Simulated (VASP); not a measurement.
# RbPd (F-43m) in VASP: equation of state

Aim: energy against volume of RbPd in PBE, for its equilibrium volume and stiffness.

All numbers are computed with VASP 6.6.1; they aren't measurements. Logs are shortened: lines on timing, memory, paths and dates and some standing lists are left out, and cuts for length are marked.

**1. The crystal as given**

Symmetry: F-43m, No. 216, cubic system. The conventional cell has a = 7.269 Å, b = 7.269 Å, c = 7.269 Å, α = 90.00°, β = 90.00°, γ = 90.00°. Rb (site symmetry -43m) is surrounded by 4 Pd at 3.15 Å. Pd (site symmetry -43m) is surrounded by 4 Rb at 3.15 Å.

The cell was built by a generator and needn't be a form met in nature.

**2. Equation of state, PBE, 45.14 Å³/atom (volume scaled by 0.94)**

Contents of INCAR:

```
SYSTEM = RbPd
  PREC = Accurate
  ENCUT = 520
  EDIFF = 1E-7
  ISMEAR = -1
  SIGMA = 0.05
  LREAL = .FALSE.
  LASPH = .TRUE.
  NELM = 60
  ALGO = Normal
  ISIF = 2
  LWAVE = .FALSE.
  LCHARG = .FALSE.
  GGA = PE
  NBANDS = 16
```

Contents of KPOINTS:

```
Automatic mesh
0
G
  6 6 6
  0 0 0
```

Contents of POSCAR:

```
RbPd
1.0
    0.0000000000      3.5605506087      3.5605506087
    3.5605506087      0.0000000000      3.5605506087
    3.5605506087      3.5605506087      0.0000000000
Rb Pd
1 1
Direct
    0.0000000000      0.0000000000      0.0000000000
    0.7500000000      0.7500000000      0.7500000000
```

Potentials or basis: VASP PAW PBE potentials, release 64 (Rb_sv, Pd).

Started as:

```bash
$ cat potpaw_PBE.64/Rb_sv/POTCAR potpaw_PBE.64/Pd/POTCAR > POTCAR
$ mpirun -np 1 vasp_std > vasp.out
```

OUTCAR:

```text
SYSTEM = RbPd
   PREC = Accurate
   ENCUT = 520
   EDIFF = 1E-7
   ISMEAR = -1
   LREAL = .FALSE.
   LASPH = .TRUE.
   NELM = 60
   ISIF = 2
   GGA = PE

 Found     16 irreducible k-points:

 Following reciprocal coordinates:
            Coordinates               Weight
  0.000000  0.000000  0.000000      1.000000
  0.166667  0.000000  0.000000      8.000000
  0.333333  0.000000  0.000000      8.000000
  0.500000  0.000000  0.000000      4.000000
  0.166667  0.166667  0.000000      6.000000
  0.333333  0.166667  0.000000     24.000000
   k-points           NKPTS =     16   k-points in BZ     NKDIM =     16   number of bands    NBANDS=     16
   number of dos      NEDOS =    301   number of ions     NIONS =      2
   total plane-waves  NPLWV =  64000
   dimension x,y,z NGX =    40 NGY =   40 NGZ =   40
   dimension x,y,z NGXF=    80 NGYF=   80 NGZF=   80
   ions per type =               1   1
   NGX,Y,Z   is equivalent  to a cutoff of  13.21, 13.21, 13.21 a.u.
   NGXF,Y,Z  is equivalent  to a cutoff of  26.41, 26.41, 26.41 a.u.
 SYSTEM =  RbPd
   PREC   = accura    normal or accurate (medium, high low for compatibility)
   ISTART =      0    job   : 0-new  1-cont  2-samecut
   ICHARG =      2    charge: 1-file 2-atom 10-const
   ISPIN  =      1    spin polarized calculation?
   LNONCOLLINEAR =      F non collinear calculations
   LSORBIT =      F    spin-orbit coupling
   LASPH  =      T    aspherical Exc in radial PAW
   ENCUT  =  520.0 eV  38.22 Ry    6.18 a.u.   9.36  9.36  9.36*2*pi/ulx,y,z
   NELM   =     60;   NELMIN=  2; NELMDL= -5     # of ELM steps
   EDIFF  = 0.1E-06   stopping-criterion for ELM
   LREAL  =      F    real-space projection
   EDIFFG = 0.1E-05   stopping-criterion for IOM
   NSW    =      0    number of steps for IOM
   IBRION =     -1    ionic relax: 0-MD 1-quasi-New 2-CG
   NFREE  =      0    steps in history (QN), initial steepest desc. (CG)
   ISIF   =      2    stress and relaxation
   ISYM   =      2    0-nonsym 1-usesym 2-fastsym
   POTIM  = 0.5000    time-step for ionic-motion
   TEBEG  =    0.0;   TEEND  =   0.0 temperature during run
   PSTRESS=    0.0 pullay stress
   NELECT =      19.0000    total number of electrons
   NUPDOWN=      -1.0000    fix difference up-down
   EMIN   =  10.00;   EMAX   =-10.00  energy-range for DOS
   EFERMI =   0.00;   METHOD = LEGACY
   ISMEAR =    -1;   SIGMA  =   0.05  broadening in eV -4-tet -1-fermi 0-gaus
   EFERMI_NEDOS =   21; number of points for ismear=-14 and -15
   IALGO  =     38    algorithm
   IMIX   =      4    mixing-type and parameters
     AMIX     =   0.40;   BMIX     =  1.00
     AMIX_MAG =   1.60;   BMIX_MAG =  1.00
  volume/ion in A,a.u.               =      45.14       304.61
  Fermi-wavevector in a.u.,A,eV,Ry     =   0.973791  1.840197 12.901969  0.948268
  Thomas-Fermi vector in A             =   2.104198
   LORBIT       =      0    0 simple, 1 ext, 2 COOP (PROOUT), +10 PAW based schemes
   GGA     = PE    functional components
   LHFCALC =     F    Hartree Fock is set to
   AEXX    =    0.0000 exact exchange contribution
   IVDW    =     0    specifies the selected vdW correction
   LEPSILON=     F    determine dielectric tensor
   LRPA    =     F    only Hartree local field effects (RPA)
 non-spin polarized calculation
  energy-cutoff  :      520.00
  volume of cell :       90.28
 maximum number of plane-waves:      2452
 NGX is ok and might be reduce to    40
   NGX = 19   NGY = 19   NGZ = 19

 number of electron      18.9999998 magnetization

 Free energy of the ion-electron system (eV)
  ---------------------------------------------------
  ext. energy  EPLUGINS =         0.00000000
  ---------------------------------------------------
  free energy    TOTEN  =        -4.53240502 eV

  energy without entropy =       -4.51633921  energy(sigma->0) =       -4.52437212

 E-fermi :   0.4813     XC(G=0):  -7.0554

 val. band max:        0.4580316659   @ k =   0.5000   0.3333   0.1667
 cond. band min:       0.5708413287   @ k =   0.5000   0.1667   0.0000
 fundamental gap:      0.1128096628
 Fermi energy:         0.4813125921

 k-point     1 :       0.0000    0.0000    0.0000
  band No.  band energies     occupation
      1     -26.5820      2.00000
      2     -10.7199      2.00000
      3     -10.7199      2.00000
      4     -10.7199      2.00000
      5      -1.3544      2.00000
      6      -0.5672      2.00000
[... 8 lines left out ...]
     15       7.5467      0.00000
     16       7.5544      0.00000

 k-point     2 :       0.1667    0.0000    0.0000
  band No.  band energies     occupation
      1     -26.5807      2.00000
      2     -10.7480      2.00000
      3     -10.7221      2.00000
      4     -10.7221      2.00000
      5      -1.0563      2.00000
      6      -0.5800      2.00000
[... 8 lines left out ...]
     15       7.2209      0.00000
     16       8.1286      0.00000

 k-point     3 :       0.3333    0.0000    0.0000
  band No.  band energies     occupation
      1     -26.5782      2.00000
      2     -10.8023      2.00000
      3     -10.7265      2.00000
      4     -10.7265      2.00000
      5      -0.6332      2.00000
      6      -0.5691      2.00000
[... 8 lines left out ...]
     15       7.2878      0.00000
     16       7.5818      0.00000

 k-point     4 :       0.5000    0.0000    0.0000
  band No.  band energies     occupation
      1     -26.5769      2.00000
      2     -10.8286      2.00000
      3     -10.7288      2.00000
      4     -10.7288      2.00000
      5      -0.6428      2.00000
      6      -0.5365      2.00000
[... 8 lines left out ...]
     15       7.7881      0.00000
     16       7.9589      0.00000

 k-point     5 :       0.1667    0.1667    0.0000
  band No.  band energies     occupation
      1     -26.5803      2.00000
      2     -10.7497      2.00000
      3     -10.7265      2.00000
      4     -10.7265      2.00000
      5      -0.9474      2.00000
      6      -0.6360      2.00000
[... 8 lines left out ...]
     15       7.5889      0.00000
     16       8.8739      0.00000

 k-point     6 :       0.3333    0.1667    0.0000
  band No.  band energies     occupation
      1     -26.5782      2.00000
      2     -10.7889      2.00000
      3     -10.7343      2.00000
      4     -10.7320      2.00000
      5      -0.6665      2.00000
      6      -0.5560      2.00000
[... 8 lines left out ...]
     15       7.6251      0.00000
     16       8.4476      0.00000

 [... further k-points ...]

------------------------ aborting loop because EDIFF is reached ----------------------------------------

  FORCE on cell =-STRESS in cart. coord.  units (eV):
  Direction    XX          YY          ZZ          XY          YZ          ZX
  --------------------------------------------------------------------------------------
  -------------------------------------------------------------------------------------
  Total        0.3110569      0.3110569      0.3110569     -0.0000000      0.0000000      0.0000000
  in kB        5.5203800      5.5203800      5.5203800     -0.0000000      0.0000000      0.0000000
  external PRESSURE =       5.5203800 kB  Pullay stress =       0.0000000 kB

 VOLUME and BASIS-vectors are now :
 -----------------------------------------------------------------------------
  energy-cutoff  :      520.00
  volume of cell :       90.28
      direct lattice vectors                 reciprocal lattice vectors
     0.000000000  3.560550609  3.560550609    -0.140427719  0.140427719  0.140427719
     3.560550609  0.000000000  3.560550609     0.140427719 -0.140427719  0.140427719
     3.560550609  3.560550609  0.000000000     0.140427719  0.140427719 -0.140427719

 POSITION                                       TOTAL-FORCE (eV/Angst)
 -----------------------------------------------------------------------------------
      0.00000      0.00000      0.00000        -0.000000     -0.000000     -0.000000
      5.34083      5.34083      5.34083         0.000000      0.000000      0.000000
 -----------------------------------------------------------------------------------
    total drift:                                0.000000      0.000000      0.000000

  FREE ENERGIE OF THE ION-ELECTRON SYSTEM (eV)
  ---------------------------------------------------
  free  energy   TOTEN  =        -4.5324050239 eV

  energy  without entropy=       -4.5163392090  energy(sigma->0) =       -4.52437212
```

Run time: 28 s. Hardware: 1 thread of AMD EPYC 7R43 (Zen 3), shared host; peak memory 0.2 GiB.

What came out:

```
Free energy            : -4.5324 eV
Pressure               : 0.6 GPa
Band gap on the k mesh : none (metal or under the smearing width)
```

**3. Equation of state, PBE, 46.10 Å³/atom (volume scaled by 0.96)**

Contents of INCAR:

```
SYSTEM = RbPd
  PREC = Accurate
  ENCUT = 520
  EDIFF = 1E-7
  ISMEAR = -1
  SIGMA = 0.05
  LREAL = .False.
  LASPH = .True.
  NELM = 100
  ALGO = Normal
  ISIF = 2
  LWAVE = .False.
  LCHARG = .False.
  GGA = PE
  NBANDS = 16
```

Contents of KPOINTS:

```
Automatic mesh
0
Gamma
  6 6 6
  0 0 0
```

Contents of POSCAR:

```
RbPd
1.0
    0.0000000000      3.5856257349      3.5856257349
    3.5856257349      0.0000000000      3.5856257349
    3.5856257349      3.5856257349      0.0000000000
Rb Pd
1 1
Direct
    0.0000000000      0.0000000000      0.0000000000
    0.7500000000      0.7500000000      0.7500000000
```

Potentials or basis: VASP PAW PBE potentials, release 64 (Rb_sv, Pd).

Started as:

```bash
$ cat potpaw_PBE.64/Rb_sv/POTCAR potpaw_PBE.64/Pd/POTCAR > POTCAR
$ mpirun -np 1 vasp_std > vasp.out
```

OUTCAR:

```text
SYSTEM = RbPd
   PREC = Accurate
   ENCUT = 520
   EDIFF = 1E-7
   ISMEAR = -1
   LREAL = .False.
   LASPH = .True.
   NELM = 100
   ISIF = 2
   GGA = PE

 Found     16 irreducible k-points:

 Following reciprocal coordinates:
            Coordinates               Weight
  0.000000  0.000000  0.000000      1.000000
  0.166667  0.000000  0.000000      8.000000
  0.333333  0.000000  0.000000      8.000000
  0.500000  0.000000  0.000000      4.000000
  0.166667  0.166667  0.000000      6.000000
[... 192 lines left out ...]

  FORCE on cell =-STRESS in cart. coord.  units (eV):
  Direction    XX          YY          ZZ          XY          YZ          ZX
  --------------------------------------------------------------------------------------
  -------------------------------------------------------------------------------------
  Total        0.2193157      0.2193157      0.2193157     -0.0000000     -0.0000000      0.0000000
  in kB        3.8111450      3.8111450      3.8111450     -0.0000000     -0.0000000      0.0000000
  external PRESSURE =       3.8111450 kB  Pullay stress =       0.0000000 kB

 VOLUME and BASIS-vectors are now :
 -----------------------------------------------------------------------------
  energy-cutoff  :      520.00
  volume of cell :       92.20
      direct lattice vectors                 reciprocal lattice vectors
     0.000000000  3.585625735  3.585625735    -0.139445675  0.139445675  0.139445675
     3.585625735  0.000000000  3.585625735     0.139445675 -0.139445675  0.139445675
     3.585625735  3.585625735  0.000000000     0.139445675  0.139445675 -0.139445675

 POSITION                                       TOTAL-FORCE (eV/Angst)
 -----------------------------------------------------------------------------------
      0.00000      0.00000      0.00000         0.000000      0.000000      0.000000
      5.37844      5.37844      5.37844        -0.000000     -0.000000     -0.000000
 -----------------------------------------------------------------------------------
    total drift:                                0.000000      0.000000      0.000000

  FREE ENERGIE OF THE ION-ELECTRON SYSTEM (eV)
  ---------------------------------------------------
  free  energy   TOTEN  =        -4.5381681793 eV

  energy  without entropy=       -4.5218966483  energy(sigma->0) =       -4.53003241
```

OSZICAR:

```text
N       E                     dE             d eps       ncg     rms          rms(c)
DAV:   1     0.996152947438E+02    0.99615E+02   -0.78658E+03   512   0.985E+02
DAV:   2    -0.345932344582E+00   -0.99961E+02   -0.92216E+02   656   0.195E+02
DAV:   3    -0.494971995312E+01   -0.46038E+01   -0.45846E+01   696   0.416E+01
DAV:   4    -0.511594030644E+01   -0.16622E+00   -0.16590E+00   760   0.629E+00
DAV:   5    -0.511851877893E+01   -0.25785E-02   -0.25785E-02   688   0.696E-01    0.412E+00
DAV:   6    -0.457022130348E+01    0.54830E+00   -0.25157E+00   576   0.945E+00    0.323E+00
DAV:   7    -0.454699640338E+01    0.23225E-01   -0.12850E-01   696   0.242E+00    0.177E+00
DAV:   8    -0.453652507592E+01    0.10471E-01   -0.21542E-02   704   0.998E-01    0.188E-01
DAV:   9    -0.453736101963E+01   -0.83594E-03   -0.23975E-03   640   0.327E-01    0.106E-01
DAV:  10    -0.453806902564E+01   -0.70801E-03   -0.11106E-03   600   0.168E-01    0.244E-02
DAV:  11    -0.453815805974E+01   -0.89034E-04   -0.14684E-04   640   0.766E-02    0.208E-02
DAV:  12    -0.453816703177E+01   -0.89720E-05   -0.30205E-05   680   0.330E-02    0.491E-03
DAV:  13    -0.453816844244E+01   -0.14107E-05   -0.61968E-06   712   0.172E-02    0.496E-03
DAV:  14    -0.453816817766E+01    0.26478E-06   -0.34622E-06   648   0.121E-02    0.680E-04
DAV:  15    -0.453816817932E+01   -0.16598E-08   -0.10928E-07   560   0.200E-03
   1 F= -.45381682E+01 E0= -.45300324E+01  d E =-.162715E-01
```

stdout:

```text
POSCAR found type information on POSCAR RbPd
 POSCAR found :  2 types and       2 ions
 scaLAPACK will be used
 LDA part: xc-table for (Slater+PW92), standard interpolation
 POSCAR, INCAR and KPOINTS ok, starting setup
 FFT: planning ... GRIDC
 FFT: planning ... GRID_SOFT
 FFT: planning ... GRID
 WAVECAR not read
 entering main loop
```

Run time: 28 s. Hardware: 1 thread of AMD EPYC 7R43 (Zen 3), shared host; peak memory 0.2 GiB.

Results:

```
Free energy            : -4.5382 eV
Pressure               : 0.4 GPa
Band gap on the k mesh : none (metal or under the smearing width)
```

**4. Equation of state, PBE, 47.06 Å³/atom (volume scaled by 0.98)**

Contents of INCAR:

```
SYSTEM = RbPd
PREC = Accurate
ENCUT = 520
EDIFF = 1E-7
ISMEAR = -1
SIGMA = 0.05
LREAL = .False.
LASPH = .True.
NELM = 80
ALGO = Normal
ISIF = 2
LWAVE = .False.
LCHARG = .False.
GGA = PE
NBANDS = 16
```

KPOINTS is that of step 3.

Contents of POSCAR:

```
RbPd
1.0
    0.0000000000      3.6103549697      3.6103549697
    3.6103549697      0.0000000000      3.6103549697
    3.6103549697      3.6103549697      0.0000000000
Rb Pd
1 1
Direct
    0.0000000000      0.0000000000      0.0000000000
    0.7500000000      0.7500000000      0.7500000000
```

Started as:

```bash
$ cat potpaw_PBE.64/Rb_sv/POTCAR potpaw_PBE.64/Pd/POTCAR > POTCAR
$ mpirun -np 1 vasp_std > vasp.out
```

Run time: 30 s. Hardware: 1 thread of AMD EPYC 7R43 (Zen 3), shared host; peak memory 0.2 GiB.

The run converged. Its results:

* Free energy: -4.5420 eV
* Pressure: 0.2 GPa
* Band gap on the k mesh: none (metal or under the smearing width)

**5. Equation of state, PBE, 48.98 Å³/atom (volume scaled by 1.02)**

Contents of INCAR:

```
ALGO = Normal
EDIFF = 1E-7
ENCUT = 520
GGA = PE
ISIF = 2
ISMEAR = -1
LASPH = T
LCHARG = F
LREAL = F
LWAVE = F
NBANDS = 16
NELM = 100
PREC = Accurate
SIGMA = 0.05
```

Contents of KPOINTS:

```
k-points
0
Gamma
  6 6 6
```

Contents of POSCAR:

```
RbPd
1.0
    0.0000000000      3.6588218936      3.6588218936
    3.6588218936      0.0000000000      3.6588218936
    3.6588218936      3.6588218936      0.0000000000
Rb Pd
1 1
Direct
    0.0000000000      0.0000000000      0.0000000000
    0.7500000000      0.7500000000      0.7500000000
```

Started as:

```bash
$ cat potpaw_PBE.64/Rb_sv/POTCAR potpaw_PBE.64/Pd/POTCAR > POTCAR
$ mpirun -np 1 vasp_std > vasp.out
```

Run time: 31 s. Hardware: 1 thread of AMD EPYC 7R43 (Zen 3), shared host; peak memory 0.21 GiB.

It converged, with:

| Property | Result |
| --- | --- |
| Free energy | -4.5446 eV |
| Pressure | 0.0 GPa |
| Band gap on the k mesh | none (metal or under the smearing width) |

**6. Equation of state, PBE, 49.94 Å³/atom (volume scaled by 1.04)**

Contents of INCAR:

```
  ALGO = Normal
  EDIFF = 1E-7
  ENCUT = 520
  GGA = PE
  ISIF = 2
  ISMEAR = -1
  LASPH = True
  LCHARG = False
  LREAL = False
  LWAVE = False
  NBANDS = 16
  NELM = 80
  PREC = Accurate
  SIGMA = 0.05
```

KPOINTS is that of step 5.

Contents of POSCAR:

```
RbPd
1.0
    0.0000000000      3.6825811430      3.6825811430
    3.6825811430      0.0000000000      3.6825811430
    3.6825811430      3.6825811430      0.0000000000
Rb Pd
1 1
Direct
    0.0000000000      0.0000000000      0.0000000000
    0.7500000000      0.7500000000      0.7500000000
```

Potentials or basis: VASP PAW PBE potentials, release 64 (Rb_sv, Pd).

Started as:

```bash
$ cat potpaw_PBE.64/Rb_sv/POTCAR potpaw_PBE.64/Pd/POTCAR > POTCAR
$ mpirun -np 1 vasp_std > vasp.out
```

Wall time 33 s (1 thread of AMD EPYC 7R43 (Zen 3), shared host); peak memory 0.21 GiB.

It converged, with:

* Free energy: -4.5437 eV
* Pressure: -0.1 GPa
* Band gap on the k mesh: none (metal or under the smearing width)

**7. Equation of state, PBE, 50.90 Å³/atom (volume scaled by 1.06)**

Contents of INCAR:

```
SYSTEM = RbPd
PREC = Accurate
ENCUT = 520
EDIFF = 1E-7
ISMEAR = -1
SIGMA = 0.05
LREAL = .FALSE.
LASPH = .TRUE.
NELM = 60
ALGO = Normal
ISIF = 2
LWAVE = .FALSE.
LCHARG = .FALSE.
GGA = PE
NBANDS = 16
```

Contents of KPOINTS:

```
Automatic mesh
0
G
  6 6 6
  0 0 0
```

Contents of POSCAR:

```
RbPd
1.0
    0.0000000000      3.7060377063      3.7060377063
    3.7060377063      0.0000000000      3.7060377063
    3.7060377063      3.7060377063      0.0000000000
Rb Pd
1 1
Direct
    0.0000000000      0.0000000000      0.0000000000
    0.7500000000      0.7500000000      0.7500000000
```

Started as:

```bash
$ cat potpaw_PBE.64/Rb_sv/POTCAR potpaw_PBE.64/Pd/POTCAR > POTCAR
$ mpirun -np 1 vasp_std > vasp.out
```

Run time: 31 s. Hardware: 1 thread of AMD EPYC 7R43 (Zen 3), shared host; peak memory 0.2 GiB.

The run converged. Its results:

```yaml
Free_energy: -4.5416 eV
Pressure: -0.2 GPa
Band_gap_on_the_k_mesh: none (metal or under the smearing width)
```

**8. Equation of state, PBE**

Potentials or basis: VASP PAW PBE potentials, release 64 (Rb_sv, Pd).

No new run: the results of the series are fitted here.

What came out:

```yaml
Equilibrium_volume: 48.84 Å³/atom
Bulk_modulus: 6.1 GPa
Pressure_derivative_of_the_bulk_modulus: 4.3
```

Energy against volume, from the lowest point:
```
volume (Å³/atom)  energy (meV/atom)
          45.139               6.11
          46.099               3.23
          47.060               1.31
          48.020               0.27
          48.981               0.00
          49.941               0.45
          50.901               1.53
```
